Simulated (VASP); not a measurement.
A run of VASP 6.6.1:

File POSCAR:

```
Sn2HBr3
1.0
    4.1469970000      0.0000000000      0.0000000000
   -2.0734980000      3.5914050000      0.0000000000
    0.0000000000      0.0000000000     12.7664400000
Sn H Br
2 1 3
Direct
    0.3333330000      0.6666670000      0.4372610000
    0.3333330000      0.6666670000      0.0120900000
    0.6666670000      0.3333330000      0.0554730000
    0.6666670000      0.3333330000      0.5767770000
    0.0000000000      0.0000000000      0.2941130000
    0.0000000000      0.0000000000      0.8742010000
```

Contents of INCAR.step1:

```
ALGO = Fast
EDIFF = 1E-8
EDIFFG = -0.002
ENCUT = 520
GGA = PE
IBRION = 2
ISIF = 3
ISMEAR = 0
KPAR = 4
LASPH = True
LCHARG = False
LREAL = False
LWAVE = False
NELM = 80
NSW = 40
PREC = Accurate
SIGMA = 0.1
```

INCAR.step2

```
ALGO = Fast
EDIFF = 1E-8
ENCUT = 520
GGA = PE
IBRION = 6
ISIF = 2
ISMEAR = 0
KPAR = 4
LASPH = True
LCHARG = False
LREAL = False
LWAVE = False
NELM = 80
NFREE = 2
NSW = 1
POTIM = 0.015
PREC = Accurate
SIGMA = 0.1
```

KPOINTS

```
k-points
0
Gamma
  8 8 4
```

Potentials or basis: VASP PAW PBE potentials, release 64 (Sn_d, H, Br).

The run is started by

```sh
$ cat potpaw_PBE.64/Sn_d/POTCAR potpaw_PBE.64/H/POTCAR potpaw_PBE.64/Br/POTCAR > POTCAR
$ cp INCAR.step1 INCAR
$ mpirun -np 4 vasp_std > vasp.out
$ cp CONTCAR POSCAR
$ cp INCAR.step2 INCAR
$ mpirun -np 4 vasp_std > vasp.out
```

Hardware: 4 MPI ranks on Intel(R) Xeon(R) Platinum 8488C (Sapphire Rapids), with other jobs on the host.

Task: How long does it take, and how much memory?

Result: Run time: 48 min on 4 MPI ranks on Intel(R) Xeon(R) Platinum 8488C (Sapphire Rapids) (shared host), peak memory 1.2 GiB a rank. Counts: scf iterations 359, k points 35, ion steps 9.
